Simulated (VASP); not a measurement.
The system is Ga.

```xyz
4
Lattice="2.2615 -3.8305 0.0000 2.2615 3.8305 0.0000 0.0000 0.0000 4.5240" Properties=species:S:1:pos:R:3 pbc="T T T"
Ga    2.2615   -2.6438    0.3664
Ga    2.2615   -1.1867    2.6284
Ga    2.2615    2.6438    4.1576
Ga    2.2615    1.1867    1.8956
```

Base run:

- Program: VASP 6.6.1
- Functional: PBE
- Potentials or basis: VASP PAW PBE potentials, release 64 (Ga_d)
- Cutoff: 520 eV
- k mesh: 9 × 9 × 7
- Occupations: fermi-dirac, width 0.05 eV
- Spin: no spin polarisation

Its results: band gap on the k mesh none (metal or under the smearing width); pressure 2.1 GPa; largest force 0.103 eV/Å.

Question: The run is repeated on the same cell with these changes: functional from PBE to PBEsol; cutoff from 520 eV to 700 eV. What comes out?

Answer: Band gap on the k mesh none (metal or under the smearing width); pressure -1.5 GPa; largest force 0.119 eV/Å.

PBEsol binds more tightly than PBE, so the same cell stands under less pressure.

Caveats: the PAW data sets were made with another functional, which shifts forces and pressure a little (some runs).
